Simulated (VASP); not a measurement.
# Ga2GeO5 (Pmc2_1) in VASP: relaxation of cell and atoms with PBE

Aim: the relaxation of cell and atoms of Ga2GeO5 with PBE.

Everything below comes from runs of VASP 6.6.1. Logs are shortened: lines on timing, memory, paths and dates and some standing lists are left out, and cuts for length are marked.

## (1) Starting point

The structure is orthorhombic, space group Pmc2_1 (No. 26). The conventional cell has a = 3.058 Å, b = 7.959 Å, c = 8.266 Å, α = 90.00°, β = 90.00°, γ = 90.00°. Around Ga (site symmetry m) lie 4 O at 1.82 to 1.86 Å. Ga (site symmetry m) has 5 O at 1.95 to 2.02 Å as nearest neighbours. Ge (site symmetry m) is surrounded by 4 O at 1.70 to 1.83 Å. O (site symmetry m) has 1 Ge at 1.70 Å and 1 Ga at 1.82 Å as nearest neighbours. Around O (site symmetry m) lie 1 Ge at 1.78 Å and 2 Ga at 2.02 Å. O (site symmetry m) has 3 Ga at 1.86 to 1.95 Å as nearest neighbours. O (site symmetry m) has 3 Ga at 1.85 to 1.96 Å as nearest neighbours. Around O (site symmetry m) lie 2 Ge at 1.83 Å.

The cell was built by a generator and needn't be a form met in nature.

## (2) Relaxation of cell and atoms, PBE

The input, INCAR:

```
PREC     = Accurate       # precision mode
ENCUT    = 520            # plane-wave cutoff, eV
EDIFF    = 1E-6           # SCF threshold, eV
ISMEAR   = 0              # smearing method
SIGMA    = 0.03           # smearing width, eV
LREAL    = False          # projectors in reciprocal space
LASPH    = True           # aspherical terms in the spheres
NELM     = 120            # most SCF steps
ALGO     = Normal         # electronic algorithm
ISIF     = 3              # what is computed and relaxed
LWAVE    = False          # write WAVECAR
LCHARG   = False          # write CHGCAR
GGA      = PE             # functional
IBRION   = 2              # ionic algorithm
NSW      = 90             # ionic steps
EDIFFG   = -0.01          # ionic threshold
KPAR     = 8
```

The input, KPOINTS:

```
Automatic mesh
0
Gamma
  8 4 4
```

The input, POSCAR:

```
Ga2GeO5
1.0
    3.0580000000      0.0000000000      0.0000000000
    0.0000000000      7.9590000000      0.0000000000
    0.0000000000      0.0000000000      8.2660000000
Ga Ge O
4 2 10
Direct
    0.5000000000      0.5970599300      0.6584805200
    0.0000000000      0.2583239100      0.4899588700
    0.5000000000      0.4029400700      0.1584805200
    0.0000000000      0.7416760900      0.9899588700
    0.5000000000      0.8978514900      0.3466005300
    0.5000000000      0.1021485100      0.8466005300
    0.5000000000      0.7456967000      0.4908057100
    0.5000000000      0.1056665400      0.4257198200
    0.5000000000      0.3774343500      0.5808129700
    0.0000000000      0.6243246600      0.7819985500
    0.0000000000      0.8884281900      0.2256230300
    0.5000000000      0.2543033000      0.9908057100
    0.5000000000      0.6225656500      0.0808129700
    0.5000000000      0.8943334600      0.9257198200
    0.0000000000      0.1115718100      0.7256230300
    0.0000000000      0.3756753400      0.2819985500
```

Potentials or basis: VASP PAW PBE potentials, release 64 (Ga_d, Ge_d, O).

The run is started by

```sh
$ cat potpaw_PBE.64/Ga_d/POTCAR potpaw_PBE.64/Ge_d/POTCAR potpaw_PBE.64/O/POTCAR > POTCAR
$ mpirun -np 8 vasp_std > vasp.out
```

OUTCAR:

```text
PREC = Accurate
   ENCUT = 520
   EDIFF = 1E-6
   ISMEAR = 0
   LREAL = False
   LASPH = True
   NELM = 120
   ISIF = 3
   GGA = PE
   IBRION = 2
   NSW = 90
   EDIFFG = -0.01

 ion  position               nearest neighbor table
   1  0.500  0.597  0.658-   7 1.82  10 1.85  10 1.85   9 1.86
   2  0.000  0.258  0.490-   9 1.95   9 1.95  16 1.96   8 2.02   8 2.02  15 2.27
   3  0.500  0.403  0.158-  12 1.82  16 1.85  16 1.85  13 1.86
   4  0.000  0.742  0.990-  13 1.95  13 1.95  10 1.96  14 2.02  14 2.02  11 2.27
   5  0.500  0.898  0.347-   7 1.70   8 1.78  11 1.83  11 1.83
   6  0.500  0.102  0.847-  12 1.70  14 1.78  15 1.83  15 1.83
   7  0.500  0.746  0.491-   5 1.70   1 1.82
   8  0.500  0.106  0.426-   5 1.78   2 2.02   2 2.02
   9  0.500  0.377  0.581-   1 1.86   2 1.95   2 1.95
  10  0.000  0.624  0.782-   1 1.85   1 1.85   4 1.96
  11  0.000  0.888  0.226-   5 1.83   5 1.83   4 2.27
  12  0.500  0.254  0.991-   6 1.70   3 1.82
  13  0.500  0.623  0.081-   3 1.86   4 1.95   4 1.95
  14  0.500  0.894  0.926-   6 1.78   4 2.02   4 2.02
  15  0.000  0.112  0.726-   6 1.83   6 1.83   2 2.27
  16  0.000  0.376  0.282-   3 1.85   3 1.85   2 1.96

  LATTYP: Found a simple orthorhombic cell.
 ALAT       =     3.0580000000
 B/A-ratio  =     2.6026814912
 C/A-ratio  =     2.7030739045

  Lattice vectors:

 A1 = (   3.0580000000,   0.0000000000,   0.0000000000)
 A2 = (   0.0000000000,   7.9590000000,   0.0000000000)
 A3 = (   0.0000000000,   0.0000000000,   8.2660000000)

Analysis of symmetry for initial positions (statically):
=====================================================================
 Subroutine PRICEL returns:
 Original cell was already a primitive cell.

 Routine SETGRP: Setting up the symmetry group for a
 simple orthorhombic supercell.

 Subroutine GETGRP returns: Found  4 space group operations
 (whereof  2 operations were pure point group operations)
 out of a pool of  8 trial point group operations.

The static configuration has the point symmetry C_1h.
 The point group associated with its full space group is C_2v.

Analysis of symmetry for dynamics (positions and initial velocities):
=====================================================================
 Subroutine PRICEL returns:
 Original cell was already a primitive cell.

 Routine SETGRP: Setting up the symmetry group for a
 simple orthorhombic supercell.

 Subroutine GETGRP returns: Found  4 space group operations
 (whereof  2 operations were pure point group operations)
 out of a pool of  8 trial point group operations.

The dynamic configuration has the point symmetry C_1h.
 The point group associated with its full space group is C_2v.
[... 153 lines left out ...]
   LHFCALC =     F    Hartree Fock is set to
   AEXX    =    0.0000 exact exchange contribution
   IVDW    =     0    specifies the selected vdW correction
   LEPSILON=     F    determine dielectric tensor
   LRPA    =     F    only Hartree local field effects (RPA)
 conjugate gradient relaxation of ions
 non-spin polarized calculation
 Gauss-broadening in eV      SIGMA  =   0.03
  energy-cutoff  :      520.00
  volume of cell :      201.18
 maximum number of plane-waves:      5446
 NGX is ok and might be reduce to    24
   NGX = 11   NGY = 29   NGZ = 31

--------------------------------------- Ionic step        1  -------------------------------------------

 number of electron     140.0000052 magnetization

 Free energy of the ion-electron system (eV)
  ---------------------------------------------------
  ext. energy  EPLUGINS =         0.00000000
  ---------------------------------------------------
  free energy    TOTEN  =       -97.61354357 eV

  energy without entropy =      -97.61354357  energy(sigma->0) =      -97.61354357

------------------------ aborting loop because EDIFF is reached ----------------------------------------

  FORCE on cell =-STRESS in cart. coord.  units (eV):
  Direction    XX          YY          ZZ          XY          YZ          ZX
  --------------------------------------------------------------------------------------
  -------------------------------------------------------------------------------------
  Total        0.3047329     -0.1108353      0.0193146      0.0000000      0.0000000      0.0000000
  in kB        2.4268254     -0.8826681      0.1538169      0.0000000      0.0000000      0.0000000
  external PRESSURE =       0.5659914 kB  Pullay stress =       0.0000000 kB
[... 131 lines left out ...]
  FREE ENERGIE OF THE ION-ELECTRON SYSTEM (eV)
  ---------------------------------------------------
  free  energy   TOTEN  =       -97.6147711064 eV

  energy  without entropy=      -97.6147711064  energy(sigma->0) =      -97.61477111

[... ionic steps 4 to 41 ...]

--------------------------------------- Ionic step       42  -------------------------------------------

 number of electron     140.0000078 magnetization

------------------------ aborting loop because EDIFF is reached ----------------------------------------
[... 95 lines left out ...]
--------------------------------------- Ionic step       44  -------------------------------------------

 number of electron     140.0000079 magnetization

 Free energy of the ion-electron system (eV)
  ---------------------------------------------------
  ext. energy  EPLUGINS =         0.00000000
  ---------------------------------------------------
  free energy    TOTEN  =       -97.65340363 eV

  energy without entropy =      -97.65340363  energy(sigma->0) =      -97.65340363

 E-fermi :   2.3423     XC(G=0): -10.3776

 val. band max:        2.1682361685   @ k =   0.0000   0.5000   0.0000
 cond. band min:       4.1067450290   @ k =   0.0000   0.0000   0.0000
 fundamental gap:      1.9385088605
 Fermi energy:         2.3423332463

 k-point     1 :       0.0000    0.0000    0.0000
  band No.  band energies     occupation
      1     -21.8525      2.00000
      2     -21.8498      2.00000
      3     -21.7346      2.00000
      4     -21.7338      2.00000
      5     -21.6350      2.00000
      6     -21.6347      2.00000
[... 2029 lines left out ...]
     81      11.3357      0.00000
     82      11.5140      0.00000

 [... further k-points ...]

 [bands above 82 left out]

------------------------ aborting loop because EDIFF is reached ----------------------------------------

  FORCE on cell =-STRESS in cart. coord.  units (eV):
  Direction    XX          YY          ZZ          XY          YZ          ZX
  --------------------------------------------------------------------------------------
  -------------------------------------------------------------------------------------
  Total        0.0205447      0.0158649     -0.0150480      0.0000000      0.0000000      0.0000000
  in kB        0.1649739      0.1273954     -0.1208355      0.0000000      0.0000000      0.0000000
  external PRESSURE =       0.0571779 kB  Pullay stress =       0.0000000 kB
[... 31 lines left out ...]
  FREE ENERGIE OF THE ION-ELECTRON SYSTEM (eV)
  ---------------------------------------------------
  free  energy   TOTEN  =       -97.6534036271 eV

  energy  without entropy=      -97.6534036271  energy(sigma->0) =      -97.65340363

 reached required accuracy - stopping structural energy minimisation
```

Run time: 47 min. Hardware: 8 MPI ranks of Intel Xeon Platinum 8488C (Sapphire Rapids), shared host; peak memory 0.77 GiB.

Results:

- Free energy: -97.6534 eV
- Relaxed volume: 12.47 Å³/atom
- Relaxed cell: a = 3.064 Å, b = 7.884 Å, c = 8.259 Å, α = 90.00°, β = 90.00°, γ = 90.00°
- Space group after relaxing (to 0.05 Å): Pmc2_1 (No. 26)
- Energy gained by relaxing: 2.5 meV/atom
- Ionic steps: 44
- Pressure after relaxing: 0.0 GPa
- Largest force after relaxing: 0.008 eV/Å
- Band gap on the k mesh: 1.94 eV, indirect (least direct gap 1.96 eV)

Forces in eV/Å, atoms in the order of the input:
```
Ga   0.000  0.007  0.005
Ga   0.000  0.003 -0.003
Ga   0.000 -0.007  0.005
Ga   0.000 -0.003 -0.003
Ge   0.000 -0.003 -0.001
Ge   0.000  0.003 -0.001
O    0.000 -0.001 -0.006
O    0.000 -0.006  0.003
O    0.000 -0.003 -0.002
O    0.000  0.007 -0.002
O    0.000  0.002  0.007
O    0.000  0.001 -0.006
O    0.000  0.003 -0.002
O    0.000  0.006  0.003
O    0.000 -0.002  0.007
O    0.000 -0.007 -0.002
```

The path:
```csv
step,energy change (eV),largest force (eV/Å),pressure (GPa),volume (Å³)
1,0.0000,0.0731,0.06,201.18
3,-0.0012,0.1574,-0.03,201.34
5,-0.0031,0.0765,-0.22,201.46
7,-0.0033,0.1038,-0.30,201.53
9,-0.0063,0.0949,-0.10,201.17
11,-0.0108,0.0859,0.20,200.61
13,-0.0158,0.3061,0.09,200.38
15,-0.0184,0.1791,0.08,200.47
17,-0.0228,0.1295,-0.33,200.58
19,-0.0248,0.1061,-0.18,200.42
21,-0.0252,0.4233,0.52,199.17
23,-0.0305,0.1363,0.21,199.69
25,-0.0312,0.3158,0.19,199.43
27,-0.0344,0.1058,0.13,199.61
29,-0.0378,0.0737,-0.17,199.79
31,-0.0389,0.0476,-0.01,199.58
33,-0.0391,0.0424,0.14,199.41
35,-0.0395,0.0426,0.01,199.55
37,-0.0397,0.0168,-0.06,199.60
39,-0.0397,0.0165,-0.03,199.61
41,-0.0398,0.0123,0.01,199.56
43,-0.0398,0.0156,0.00,199.54
44,-0.0399,0.0085,0.01,199.52
```

Final structure:
```
Ga Ge O
1.0
     3.06430    0.00000    0.00000
     0.00000    7.88357    0.00000
     0.00000    0.00000    8.25925
Ga Ge O
4 2 10
Direct
  0.50000 0.59665 0.66049
  0.00000 0.25238 0.49463
  0.50000 0.40335 0.16049
  0.00000 0.74762 0.99463
  0.50000 0.89093 0.34621
  0.50000 0.10907 0.84621
  0.50000 0.71994 0.47223
  0.50000 0.09584 0.43556
  0.50000 0.37331 0.58546
  0.00000 0.63846 0.78038
  0.00000 0.89193 0.22503
  0.50000 0.28006 0.97223
  0.50000 0.62669 0.08546
  0.50000 0.90416 0.93556
  0.00000 0.10807 0.72503
  0.00000 0.36154 0.28038
```

Levels at points of the mesh, in eV from the valence-band top:
```csv
k point,band 66,band 67,band 68,band 69,band 70,band 71,band 72,band 73,band 74,band 75
"(0.00, 0.00, 0.00)",-0.60,-0.36,-0.29,-0.02,-0.02,1.94,3.99,4.77,5.53,5.62
"(0.50, 0.00, 0.00)",-0.81,-0.80,-0.73,-0.54,-0.48,5.58,5.62,6.10,6.63,7.39
"(0.00, 0.50, 0.00)",-0.51,-0.46,-0.17,-0.02,0.00,3.12,3.52,4.31,5.29,5.51
"(0.50, 0.50, 0.00)",-0.87,-0.81,-0.73,-0.64,-0.35,5.81,6.06,6.15,6.35,7.35
"(0.00, 0.00, 0.50)",-0.67,-0.38,-0.38,-0.02,-0.02,3.19,3.19,4.70,4.70,6.15
"(0.50, 0.00, 0.50)",-0.93,-0.70,-0.70,-0.41,-0.41,5.85,5.85,5.94,5.94,7.86
"(0.00, 0.50, 0.50)",-0.76,-0.34,-0.34,-0.01,-0.01,3.62,3.62,4.39,4.39,5.88
"(0.50, 0.50, 0.50)",-1.00,-0.70,-0.70,-0.39,-0.39,5.94,5.94,6.17,6.17,7.55
```

A k mesh can miss the band edges. As with any semilocal functional, this PBE gap is likely too small.
